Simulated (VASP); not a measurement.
# A VASP study of ZrC (PBEsol): structure first, properties next, part 2 of 2

What structure does ZrC take at this level, and what are its properties? The start is a cell from a database of measured crystal structures.

VASP 6.6.1; PBEsol; plane waves and PAW (Zr_sv, C).

So far. Step 11 (Volume scan with PBEsol, volume scale 1.02): The run ends at a pressure of -4.47 GPa.

The database entry behind the starting cell differs from later determinations by our own check (an axis about 0.7 % long against later determinations), so it need not match the best structure at ambient conditions.

### 12. Volume scan with PBEsol, volume scale 1.04

The input, INCAR:

```
SYSTEM = ZrC
PREC = Accurate
ENCUT = 520
EDIFF = 1E-06
NELM = 100
ISMEAR = 0
SIGMA = 0.05
LREAL = .FALSE.
ALGO = Normal
GGA = PS
NBANDS = 14
LASPH = .TRUE.
LORBIT = 11
LWAVE = .FALSE.
LCHARG = .FALSE.
KPAR = 2
ISIF = 2
```

The input, POSCAR:

```
ZrC
1.0
    0.0000000000      2.3664399075      2.3664399075
    2.3664399075      0.0000000000      2.3664399075
    2.3664399075      2.3664399075      0.0000000000
Zr C
1 1
Direct
    0.5000000000      0.5000000000      0.5000000000
    0.0000000000      0.0000000000      0.0000000000
```

The input, KPOINTS:

```
Automatic mesh
0
Gamma
8 8 8
0 0 0
```

The projector-augmented-wave data sets are Zr_sv and C (PBE family, release 64).

Command:

```bash
$ mpirun -np 2 vasp_std
```

It took 4.4 s on 2 MPI ranks of Intel Xeon 6975P-C (Granite Rapids), shared host; peak memory 0.29 GiB.

The pressure falls from -4.47 to -8.54 GPa.

The run ends at a pressure of -8.54 GPa.

### 13. Volume scan with PBEsol, volume scale 1.06

A prediction first. A parabola through the 6 pressures of evenly scaled cells so far, P = 0.01 -236.7 t +478 t² GPa with t = ln(V/V₁) and V₁ the volume at scale 1, gives -12.15 GPa at t = +0.0583.

INCAR is that of step 12.

The input, POSCAR:

```
ZrC
1.0
    0.0000000000      2.3815131796      2.3815131796
    2.3815131796      0.0000000000      2.3815131796
    2.3815131796      2.3815131796      0.0000000000
Zr C
1 1
Direct
    0.5000000000      0.5000000000      0.5000000000
    0.0000000000      0.0000000000      0.0000000000
```

KPOINTS is that of step 12.

Command:

```bash
$ mpirun -np 2 vasp_std
```

Wall time 4.4 s (2 MPI ranks); peak memory 0.29 GiB.

The pressure falls from -8.54 to -12.22 GPa. The parabola predicted -12.15 GPa, +0.07 GPa off.

### 14. Side by side

Times are for 2 MPI ranks of Intel Xeon 6975P-C (Granite Rapids), shared host. Results by setting:

| no. | volume scale | energy above the lowest point (meV/atom) | pressure (GPa) | time | memory (GiB) |
| --- | --- | --- | --- | --- | --- |
| 1 | 0.94 | 38.04 | 16.50 | 2.8 s | 0.25 |
| 2 | 0.96 | 16.51 | 10.46 | 3.2 s | 0.25 |
| 3 | 0.98 | 4.1 | 4.983 | 3 s | 0.25 |
| 4 | 1 | 0 | 0.02456 | 4.4 s | 0.3 |
| 5 | 1.02 | 3.41 | -4.474 | 4.4 s | 0.3 |
| 6 | 1.04 | 13.65 | -8.543 | 4.4 s | 0.29 |
| 7 | 1.06 | 30.07 | -12.22 | 4.4 s | 0.29 |

### 15. Fit for PBEsol

This step: Birch-Murnaghan fit, PBEsol; plane waves and PAW (VASP 6.6.1).

This step runs nothing: it gathers the runs above.

This step gave:

| Quantity | Value |
| --- | --- |
| pressure derivative of the bulk modulus | 3.877 |
| r.m.s. error of the fit | 4.05e-6 eV/atom |
| minimum inside the sampled range | yes |
| bulk modulus | 235.5 GPa |
| equilibrium volume of the fit | 12.75 Å³/atom |

Table of energy above the fitted minimum by volume:

| volume (Å³/atom) | energy above the fitted minimum (eV/atom) |
| --- | --- |
| 11.978 | 0.0380 |
| 12.233 | 0.0165 |
| 12.488 | 0.00410 |
| 12.742 | 9.3e-7 |
| 12.997 | 0.00341 |
| 13.252 | 0.0137 |
| 13.507 | 0.0301 |

The fitted volume lies +0.06 % from the relaxed one.

### 16. Independent-particle dielectric function (PBEsol)

This step: PBEsol; plane waves and PAW (Zr_sv, C) (VASP 6.6.1).

LOPTICS sums transitions from filled to empty bands. The mesh is finer than in the run before. NBANDS is raised for it.

INCAR, as its differences from that of step 13:

```diff
@@ -10,3 +10,3 @@
 GGA = PS
-NBANDS = 14
+NBANDS = 24
 LASPH = .TRUE.
@@ -16,2 +16,4 @@
 KPAR = 2
-ISIF = 2
+LOPTICS = .TRUE.
+NEDOS = 1500
+CSHIFT = 0.1
```

The input, POSCAR:

```
ZrC
1.0
    0.0000000000      2.3357034427      2.3357034427
    2.3357034427      0.0000000000      2.3357034427
    2.3357034427      2.3357034427      0.0000000000
Zr C
1 1
Direct
    0.5000000000      0.5000000000      0.5000000000
    0.0000000000      0.0000000000      0.0000000000
```

The input, KPOINTS:

```
Automatic mesh
0
Gamma
12 12 12
0 0 0
```

Command:

```bash
$ mpirun -np 2 vasp_std
```

Run time: 12 s. Hardware: 2 MPI ranks; peak memory 0.42 GiB; 22 s of CPU time.

These are independent-particle spectra without excitons or local fields, and fine structure depends on the mesh and on CSHIFT. The intraband (Drude) part is not in this spectrum.

Numbers from this step:

```
SCF cycles              : 12
bands                   : 24
irreducible k-points    : 72
free energy (TOTEN)     : -20.57 eV
energy at zero smearing : -20.57 eV
Fermi energy            : 9.782 eV
pressure                : 0.05934 GPa
```

The imaginary dielectric function, xx has structure finer than the step of the table below, so its rows give means over 1 eV, whole bins alone (the curve runs from 0 to 25.0 eV). Peaks (eV: height): 0.4: 97.8.

Table of imaginary dielectric function, xx by photon energy; means over each step:

photon energy (eV), imaginary dielectric function, xx and a bar:
```
        1       31.9 ##############################
        2       15.2 ##############
        3       12.7 ############
        4       11.0 ##########
        5        9.5 #########
        6        9.1 ########
        7        7.6 #######
        8        7.0 ######
        9        5.1 #####
       10        4.9 ####
       11        3.9 ###
       12        2.0 ##
       13        1.7 #
       14        1.5 #
       15        1.1 #
       16        1.6 #
       17        1.3 #
       18        0.9 #
       19        0.6 
       20        0.4 
       21        0.5 
       22        0.4 
       23        0.6 
       24        0.3
```

The real dielectric function, xx by photon energy:

| photon energy (eV) | real dielectric function, xx |
| --- | --- |
| 0 | 101 |
| 1 | 6.92 |
| 2 | 3.91 |
| 3 | 4.46 |
| 4 | 5.19 |
| 5 | 2.20 |
| 6 | 1.26 |
| 7 | 0.154 |
| 8 | -1.93 |
| 9 | -0.927 |
| 10 | -0.446 |
| 11 | -3.11 |
| 12 | -2.16 |
| 13 | -0.857 |
| 14 | -1.07 |
| 15 | -0.558 |
| 16 | 0.318 |
| 17 | -0.765 |
| 18 | -0.404 |
| 19 | -0.346 |
| 20 | 0.0352 |
| 21 | 0.380 |
| 22 | 0.487 |
| 23 | 0.740 |
| 24 | 0.529 |

### 17. Summary of results

* relaxed volume: 12.74 Å³/atom
* relaxed conventional cell a, b, c: 4.671, 4.671, 4.671 Å
* space group after relaxing, within 0.02 Å: Fm-3m (No. 225)
* band gap: none, a metal
* DOS at the Fermi level: 0.212 states/eV/cell
* bulk modulus from the fit: 236 GPa
* volume from the fit: 12.8 Å³/atom

**Reading.** With PBEsol, ZrC relaxes to 12.74 Å³/atom in space group Fm-3m (held by the symmetry of the run), comes out as a metal and has a bulk modulus of 236 GPa. Against the listed cell the volume lies -3.7 %. Band structure (PBEsol): Of the bands kept, 4 cross the Fermi level on this path. Spin-orbit coupling is left out; it would split some degenerate bands. The k-sampling is coarse for a metal, so the Fermi level, pressures and the shape of the cell carry errors. No search among competing phases was made, and a listed structure need not be the one stable at ambient conditions. All values are for a static lattice at zero temperature.

[Lines on the potential files, build, host, timing and source positions are cut from VASP's logs without a mark.]

[Logs are printed without paths, hosts, clocks, repeated set-up lines and the standing remarks that a program may print on its own settings, such as how far it seeks lower states.]

[Hosts, paths, dates, database ids (printed as entryN), source tags and the programs' standing remarks are cut or masked in the printed files.]

[A measured line is paired with the nearest computed mode of its activity, which favours agreement.]
